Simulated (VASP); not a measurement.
Here is the system:

```
InP
1.0
    0.00000     3.05305     3.05305
    3.05305     0.00000     3.05305
    3.05305     3.05305     0.00000
In P
1 1
Direct
  0.00000   0.00000   0.00000
  0.25000   0.25000   0.25000
```

Calculation: vdW-DF2, VASP's PBE PAW potentials (set 64) (plane waves; VASP). Run with 520 eV cut-off, 12×12×12 Γ-centred mesh, tetrahedra with Blöchl corrections, potentials In_d P.

Unless said otherwise, spin-orbit coupling is left out, though it shifts the bands of the heavy elements here.

### Question
Estimate the energy per atom (σ→0), band gap (on the k-mesh) with the smallest direct gap where there is one.

### Answer

```json
{
  "band gap (on the k-mesh)": "none (metal, semimetal or under 0.01 eV)",
  "energy per atom (σ→0)": "-1.612 eV/atom"
}
```

The absolute energy has meaning only against runs of the same code, potentials and settings.

The compound is InP in the zinc blende structure. It was relaxed first, which changed the volume by +13 %.
